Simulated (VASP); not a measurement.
```
GaAs
1.0
    0.00000     2.86088     2.86088
    2.86088     0.00000     2.86088
    2.86088     2.86088     0.00000
Ga As
1 1
Direct
  0.00000   0.00000   0.00000
  0.25000   0.25000   0.25000
```

The numbers are results of PBE GGA with D4 dispersion, VASP's PBE PAW potentials (set 64) (plane waves; VASP), not measurements. Numerical set-up: 520 eV cut-off, 8×8×8 Γ-centred mesh, Gaussian smearing of 0.050 eV, potentials Ga_d As.

Question: Predict the energy per atom (σ→0), pressure, band gap (on the k-mesh) with the smallest direct gap where there is one.

Answer: 
```yaml
band gap (on the k-mesh): 0.25 eV
smallest direct gap (on the k-mesh): 0.25 eV
energy per atom (σ→0): -4.539 eV/atom
pressure: -1.91 GPa
```

Only differences to runs with the same potentials and settings are physical.

The compound is GaAs in the zinc blende structure. This cell is one point of a volume scan, at 1.03 of the reference volume.
